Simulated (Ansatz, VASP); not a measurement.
# Cu11Si (Cu(100)-(3x1)-Si surface alloy): VASP beside Ansatz

Wanted: the spread between two codes on one cell, functional and k mesh. The structure shown is the end of the VASP relaxation below.

Calculated with Ansatz 0.2.0; plane waves, with VASP 6.6.1 beside it; single point at PBE with D3(BJ).

## 1. Set-up

The cell holds 12 atoms: 11 Cu and 1 Si. Its edges and angles: a = 7.658 Å, b = 2.553 Å, c = 22.715 Å, α = 90.0°, β = 90.0°, γ = 90.0°. Vacuum lies along c.

Structure file:

```
Cu Si
1.0
     7.65797    0.00000    0.00000
     0.00000    2.55266    0.00000
     0.00000    0.00000   22.71500
Cu Si
11 1
Direct
  0.16667 0.50000 0.37802
  0.49940 0.50000 0.37737
  0.83393 0.50000 0.37737
  0.99962 0.00000 0.45484
  0.33372 0.00000 0.45484
  0.66667 0.00000 0.45399
  0.16667 0.50000 0.53451
  0.50149 0.50000 0.53358
  0.83185 0.50000 0.53358
  0.99753 0.00000 0.61184
  0.33581 0.00000 0.61184
  0.66667 0.00000 0.61217
```

## 2. VASP: relaxation, PBE with D3(BJ)

This run makes the geometry at which the two programs are then compared.

Lines of VASP's logs that name or quote its potential files are left out, and so is its time.

Contents of INCAR:

```
SYSTEM = Cu11Si
PREC = Normal
ENCUT = 300
EDIFF = 1E-05
NELM = 120
ISMEAR = -1
SIGMA = 0.1
LREAL = .FALSE.
ALGO = Fast
GGA = PE
IVDW = 12
NBANDS = 83
ISPIN = 2
MAGMOM = 0.6 0.6 0.6 0.6 0.6 0.6 0.6 0.6 0.6 0.6 0.6 0.6
LMAXMIX = 4
LORBIT = 11
LWAVE = .FALSE.
LCHARG = .FALSE.
KPAR = 4
IBRION = 2
NSW = 40
ISIF = 2
EDIFFG = -0.03
POTIM = 0.4
MAXMIX = 40
IDIPOL = 3
LDIPOL = .TRUE.
DIPOL = 0.5 0.5 0.494
```

Contents of POSCAR:

```
Cu11Si
1.0
    7.6579664403      0.0000000000      0.0000000000
    0.0000000000      2.5526554801      0.0000000000
    0.0000000000      0.0000000000     22.7150000000
Cu Si
11 1
Direct
    0.1666666700      0.5000000000      0.3742020691
    0.5000000000      0.5000000000      0.3742020691
    0.8333333300      0.5000000000      0.3742020691
    0.0000000000      0.0000000000      0.4536649791
    0.3333333300      0.0000000000      0.4536649791
    0.6666666700      0.0000000000      0.4536649791
    0.1666666700      0.5000000000      0.5331278891
    0.5000000000      0.5000000000      0.5331278891
    0.8333333300      0.5000000000      0.5331278891
    0.0000000000      0.0000000000      0.6125907990
    0.3333333300      0.0000000000      0.6125907990
    0.6666666700      0.0000000000      0.6257979309
```

Contents of KPOINTS:

```
Automatic mesh
0
Gamma
4 11 1
0 0 0
```

The projector-augmented-wave data sets are Cu and Si (PBE family, release 64).

On the command line:

```sh
mpirun -np 4 vasp_std
```

Numbers of over 12 decimals in the logs are rounded to 6 here.

The log of the run:

```text
[banner, memory and clock lines left out]
running    4 mpi-ranks, on    1 nodes
 distrk:  each k-point on    1 cores,    4 groups
 distr:  one band on    1 cores,    1 groups

 POSCAR found type information on POSCAR CuSi
 POSCAR found :  2 types and      12 ions
 LDA part: xc-table for (Slater+PW92), standard interpolation
 POSCAR, INCAR and KPOINTS ok, starting setup
 FFT: planning ... GRIDC
 FFT: planning ... GRID_SOFT
 FFT: planning ... GRID
 WAVECAR not read
 entering main loop
       N       E                     dE             d eps       ncg     rms          rms(c)
DAV:   1     0.955216681537E+03    0.95522E+03   -0.37974E+04  6008   0.116E+03
DAV:   2     0.389403111248E+02   -0.91628E+03   -0.87567E+03  5995   0.323E+02
DAV:   3    -0.481119870353E+02   -0.87052E+02   -0.80892E+02  6470   0.144E+02
DAV:   4    -0.517205870568E+02   -0.36086E+01   -0.35601E+01  7000   0.365E+01
DAV:   5    -0.518450324164E+02   -0.12445E+00   -0.12429E+00  8320   0.511E+00    0.276E+01
RMM:   6    -0.481798844665E+02    0.36651E+01   -0.11279E+02  6007   0.874E+01    0.171E+01
RMM:   7    -0.413394336794E+02    0.68405E+01   -0.26654E+01  5988   0.461E+01    0.642E+00
RMM:   8    -0.399897179556E+02    0.13497E+01   -0.20775E+00  6041   0.934E+00    0.582E+00
RMM:   9    -0.385535891126E+02    0.14361E+01   -0.13194E+00  6030   0.769E+00    0.335E+00
RMM:  10    -0.381919389840E+02    0.36165E+00   -0.66768E-01  6051   0.425E+00    0.295E+00
RMM:  11    -0.381326655065E+02    0.59273E-01   -0.38274E-01  6040   0.423E+00    0.236E+00
RMM:  12    -0.384686764866E+02   -0.33601E+00   -0.24796E-01  6062   0.298E+00    0.161E+00
RMM:  13    -0.398491816154E+02   -0.13805E+01   -0.56389E-01  6245   0.311E+00    0.123E+00
RMM:  14    -0.414334396485E+02   -0.15843E+01   -0.89773E-01  6614   0.263E+00    0.742E-01
[...]
RMM:  27    -0.430252157664E+02   -0.87102E-03   -0.47115E-05  4443   0.336E-02    0.979E-03
RMM:  28    -0.430256865930E+02   -0.47083E-03   -0.23400E-05  4033   0.244E-02    0.584E-03
RMM:  29    -0.430259959981E+02   -0.30941E-03   -0.10963E-05  3783   0.174E-02    0.349E-03
RMM:  30    -0.430262160885E+02   -0.22009E-03   -0.57662E-06  3679   0.149E-02    0.252E-03
RMM:  31    -0.430263137278E+02   -0.97639E-04   -0.30326E-06  3619   0.108E-02    0.183E-03
RMM:  32    -0.430263617755E+02   -0.48048E-04   -0.19563E-06  3593   0.936E-03    0.145E-03
RMM:  33    -0.430263796014E+02   -0.17826E-04   -0.12865E-06  3539   0.770E-03    0.108E-03
RMM:  34    -0.430263867891E+02   -0.71878E-05   -0.76478E-07  3450   0.599E-03
   1 F= -.47812164E+02 E0= -.47736240E+02  d E =-.478122E+02  mag=    -0.0000
[... from here on, the cycles between the ionic steps are left out ...]
   4 F= -.47958407E+02 E0= -.47881197E+02  d E =-.272124E-01  mag=     0.0014
   5 F= -.47984006E+02 E0= -.47906769E+02  d E =-.528112E-01  mag=     0.0022
   6 F= -.48001711E+02 E0= -.47924475E+02  d E =-.177052E-01  mag=    -0.0002
   7 F= -.48003162E+02 E0= -.47925946E+02  d E =-.191564E-01  mag=     0.0003
   8 F= -.48003161E+02 E0= -.47925946E+02  d E =-.191556E-01  mag=    -0.0001
   9 F= -.48003171E+02 E0= -.47925958E+02  d E =-.191651E-01  mag=    -0.0002
  10 F= -.48005855E+02 E0= -.47928651E+02  d E =-.268468E-02  mag=    -0.0013
  11 F= -.48006000E+02 E0= -.47928798E+02  d E =-.282911E-02  mag=    -0.0004
 curvature:  -1.92 expect dE=-0.521E-03 dE for cont linesearch -0.228E-05
 trial: gam= 0.16710 g(F)=  0.272E-03 g(S)=  0.000E+00 ort =-0.532E-04 (trialstep = 0.253E+01)
 search vector abs. value=  0.320E-03
 bond charge predicted
       N       E                     dE             d eps       ncg     rms          rms(c)
DAV:   1    -0.431321047073E+02    0.12515E-02   -0.24521E-01  6323   0.173E+00    0.397E-02
RMM:   2    -0.431322756392E+02   -0.17093E-03   -0.29138E-03  6048   0.406E-01    0.401E-02
RMM:   3    -0.431324137925E+02   -0.13815E-03   -0.12566E-03  6766   0.172E-01    0.585E-02
RMM:   4    -0.431324986597E+02   -0.84867E-04   -0.18708E-04  6314   0.860E-02    0.365E-02
RMM:   5    -0.431325052212E+02   -0.65615E-05   -0.66238E-05  4872   0.372E-02
  12 F= -.48006525E+02 E0= -.47929405E+02  d E =-.524872E-03  mag=     0.0030
 trial-energy change:   -0.000525  1 .order   -0.000451   -0.000665   -0.000238
 step:   3.1470(harm=  3.9416)  dis= 0.00343  next Energy=   -48.006555 (dE=-0.555E-03)
 reached required accuracy - stopping structural energy minimisation
```

Parts of OUTCAR (step 2):

```text
ion  position               nearest neighbor table
   1  0.167  0.500  0.374-   2 2.55   5 2.55   5 2.55   4 2.55   4 2.55   3 2.55
   2  0.500  0.500  0.374-   1 2.55   3 2.55   5 2.55   6 2.55   5 2.55   6 2.55
   3  0.833  0.500  0.374-   2 2.55   6 2.55   6 2.55   4 2.55   4 2.55   1 2.55
   4  0.000  0.000  0.454-   5 2.55   6 2.55   1 2.55   3 2.55   1 2.55   3 2.55   7 2.55   9 2.55
                             7 2.55   9 2.55
   5  0.333  0.000  0.454-   4 2.55   1 2.55   1 2.55   7 2.55   7 2.55   2 2.55   2 2.55   8 2.55
                             8 2.55   6 2.55
   6  0.667  0.000  0.454-   4 2.55   3 2.55   3 2.55   9 2.55   9 2.55   2 2.55   2 2.55   8 2.55
                             8 2.55   5 2.55
   7  0.167  0.500  0.533-  11 2.55  11 2.55   8 2.55   5 2.55   5 2.55  10 2.55  10 2.55   4 2.55
                             4 2.55   9 2.55
   8  0.500  0.500  0.533-   7 2.55   9 2.55  11 2.55  11 2.55   5 2.55   5 2.55   6 2.55   6 2.55
                            12 2.77  12 2.77
   9  0.833  0.500  0.533-   8 2.55   6 2.55   6 2.55  10 2.55  10 2.55   4 2.55   4 2.55   7 2.55
                            12 2.77  12 2.77
  10  0.000  0.000  0.613-  11 2.55   9 2.55   7 2.55   7 2.55   9 2.55  12 2.57
  11  0.333  0.000  0.613-   7 2.55   7 2.55  10 2.55   8 2.55   8 2.55  12 2.57
  12  0.667  0.000  0.626-  10 2.57  11 2.57   9 2.77   9 2.77   8 2.77   8 2.77

  LATTYP: Found a simple orthorhombic cell.
 ALAT       =     2.5526554801
 B/A-ratio  =     3.0000000000
 C/A-ratio  =     8.8985764734

 Subroutine GETGRP returns: Found  4 space group operations
 (whereof  2 operations were pure point group operations)

The static configuration has the point symmetry C_1h.
 The point group associated with its full space group is C_2v.

 Found     18 irreducible k-points:

   k-points           NKPTS =     18   k-points in BZ     NKDIM =     18   number of bands    NBANDS=     83

   dimension x,y,z NGX =    32 NGY =   12 NGZ =   96
   dimension x,y,z NGXF=    64 NGYF=   24 NGZF=  192

   ENCUT  =  300.0 eV  22.05 Ry    4.70 a.u.  10.82  3.61 32.08*2*pi/ulx,y,z

   NELECT =     125.0000    total number of electrons

 k-points in reciprocal lattice and weights: Automatic mesh
   0.00000000  0.00000000  0.00000000       0.023
   0.25000000  0.00000000  0.00000000       0.045
   0.50000000  0.00000000  0.00000000       0.023
   0.00000000  0.09090909  0.00000000       0.045
   0.25000000  0.09090909  0.00000000       0.091
   0.50000000  0.09090909  0.00000000       0.045
   0.00000000  0.18181818  0.00000000       0.045
   0.25000000  0.18181818  0.00000000       0.091
   0.50000000  0.18181818  0.00000000       0.045
[...]
0.25000000  0.45454545  0.00000000       0.091
   0.50000000  0.45454545  0.00000000       0.045

 Edisp (eV)   -4.87264

 dipolmoment           0.000000      0.000000      0.013032 electrons x Angstroem

 average (electrostatic) potential at core
       1 -71.4106       2 -71.3844       3 -71.3841       4 -71.8419       5 -71.8418
       6 -71.8248       7 -71.8182       8 -72.1019       9 -72.1018      10 -71.5669
      11 -71.5667      12 -90.0884

 E-fermi :  -0.4910

 spin component 1
 k-point     1 :       0.0000    0.0000    0.0000
  band No.  band energies     occupation
    ...
     61      -2.0242      1.00000
     62      -2.0190      1.00000
     63      -1.9761      1.00000
     64      -1.2945      0.99968
     65      -1.0886      0.99747
     66       0.0805      0.00329
     67       1.1724      0.00000
     68       1.2816      0.00000
     69       2.0523      0.00000
     70       2.4156      0.00000
    ...

 k-point     2 :       0.2500    0.0000    0.0000
  band No.  band energies     occupation
    ...
     61      -1.9843      1.00000
     62      -1.9650      1.00000
     63      -1.7772      1.00000
     64      -1.4510      0.99993
     65      -0.7869      0.95066
     66       0.0819      0.00324
     67       0.3305      0.00027
     68       0.7495      0.00000
     69       1.4972      0.00000
     70       2.4628      0.00000
    ...

 k-point     3 :       0.5000    0.0000    0.0000
  band No.  band energies     occupation
    ...
     62      -1.7350      1.00000
     63      -1.6754      0.99999
     64      -1.1524      0.99866
     65      -0.8589      0.97537
     66      -0.5472      0.63691
     67      -0.2552      0.08641
     68       1.1080      0.00000
     69       1.2732      0.00000
     70       1.6885      0.00000
     71       2.8070      0.00000
    ...

 k-point     4 :       0.0000    0.0909    0.0000
  band No.  band energies     occupation
    ...
     61      -2.0150      1.00000
     62      -1.9939      1.00000
     63      -1.7392      1.00000
     64      -1.0000      0.99388
     65      -0.7803      0.94752
     66       0.4197      0.00011
     67       1.4464      0.00000
     68       1.5365      0.00000
     69       2.2486      0.00000
     70       2.5637      0.00000
    ...

 k-point     5 :       0.2500    0.0909    0.0000
  band No.  band energies     occupation
    ...
     60      -2.0522      1.00000
     61      -2.0074      1.00000
     62      -1.7102      0.99999
     63      -1.6059      0.99999
     64      -1.1781      0.99896
     65      -0.4195      0.32844
     66       0.3386      0.00025
     67       0.5173      0.00004
     68       1.0576      0.00000
     69       1.7087      0.00000
    ...

 k-point     6 :       0.5000    0.0909    0.0000
  band No.  band energies     occupation
    ...
     61      -1.8931      1.00000
     62      -1.4526      0.99993
     63      -1.4159      0.99990
     64      -0.9446      0.98940
     65      -0.6475      0.82700
     66      -0.2534      0.08502
     67       0.0134      0.00640
     68       1.3533      0.00000
     69       1.4947      0.00000
     70       1.9800      0.00000
    ...

 Edisp (eV)   -4.87402

  Total      -8.54343    -6.24586    -2.01309     0.00000     0.00000     0.00000
  in kB     -30.82650   -22.53638    -7.26368     0.00000     0.00000     0.00000
  external pressure =      -20.21 kB  Pullay stress =        0.00 kB

  energy-cutoff  :      300.00
  volume of cell :      444.04
      direct lattice vectors                 reciprocal lattice vectors
     7.657966440  0.000000000  0.000000000     0.130582970  0.000000000  0.000000000
     0.000000000  2.552655480  0.000000000     0.000000000  0.391748909  0.000000000
     0.000000000  0.000000000 22.715000000     0.000000000  0.000000000  0.044023773

 POSITION                                       TOTAL-FORCE (eV/Angst)
 -----------------------------------------------------------------------------------
      1.27633      1.27633      8.58675         0.000000      0.000000     -0.024946
      3.82438      1.27633      8.57204        -0.000091      0.000000      0.008676
      6.38624      1.27633      8.57204         0.000091      0.000000      0.008676
      7.65503      0.00000     10.33179        -0.002074      0.000000      0.007302
      2.55560      0.00000     10.33179         0.002074      0.000000      0.007302
      5.10531      0.00000     10.31239         0.000000      0.000000      0.003580
      1.27633      1.27633     12.14146         0.000000      0.000000      0.014688
      3.84037      1.27633     12.12026        -0.006871      0.000000     -0.004477
      6.37025      1.27633     12.12026         0.006871      0.000000     -0.004477
      7.63903      0.00000     13.89787        -0.007622      0.000000      0.000612
      2.57159      0.00000     13.89787         0.007622      0.000000      0.000612
      5.10531      0.00000     13.90549         0.000000      0.000000     -0.017549
 -----------------------------------------------------------------------------------
    total drift:                               -0.000546     -0.000000      0.004866

  FREE ENERGIE OF THE ION-ELECTRON SYSTEM (eV)
  ---------------------------------------------------
  free  energy   TOTEN  =       -48.0065247371 eV

  energy  without entropy=      -47.8522857195  energy(sigma->0) =      -47.92940523

 reached required accuracy - stopping structural energy minimisation

 vacuum level on the upper side and lower side of the slab         4.022         3.843

 total charge
# of ion       s       p       d       tot
------------------------------------------
    1        0.448   0.270   9.213   9.931
    2        0.448   0.271   9.209   9.928
    3        0.448   0.271   9.209   9.928
    4        0.450   0.394   9.177  10.021
    5        0.450   0.394   9.177  10.021
    6        0.450   0.394   9.183  10.026
    7        0.442   0.392   9.175  10.009
    8        0.451   0.425   9.172  10.049
    9        0.451   0.425   9.172  10.049
   10        0.439   0.285   9.206   9.930
   11        0.439   0.285   9.206   9.930
   12        0.817   0.765   0.000   1.582
--------------------------------------------------
tot          5.734   4.570 101.100 111.404

 magnetization (x)
# of ion       s       p       d       tot
------------------------------------------
    1        0.000   0.000  -0.000   0.000
    2        0.000   0.000  -0.000   0.000
    3        0.000   0.000  -0.000   0.000
    4        0.000   0.000  -0.000   0.000
    5        0.000   0.000  -0.000   0.000
    6        0.000   0.000   0.000   0.000
    7        0.000   0.000  -0.000   0.000
    8        0.000   0.000  -0.000   0.000
    9        0.000   0.000  -0.000   0.000
   10        0.000   0.000  -0.000   0.000
   11        0.000   0.000  -0.000   0.000
   12       -0.000   0.000   0.000   0.000
--------------------------------------------------
tot          0.000   0.000  -0.000   0.000

[... 6 further parts left out ...]
```

Dispersion corrections of this kind ignore metallic screening and tend to overbind metals. The run keeps the 4 symmetry operations of its start, so it cannot find a distortion of lower symmetry.

[end of part 1 of 2]

[Lines on the potential files, build, host, timing and source positions are cut from VASP's logs without a mark.]

[Logs are printed without paths, hosts, clocks, repeated set-up lines and the standing remarks that a program may print on its own settings, such as how far it seeks lower states.]

[Hosts, paths, dates, database ids (printed as entryN), source tags and the programs' standing remarks are cut or masked in the printed files.]
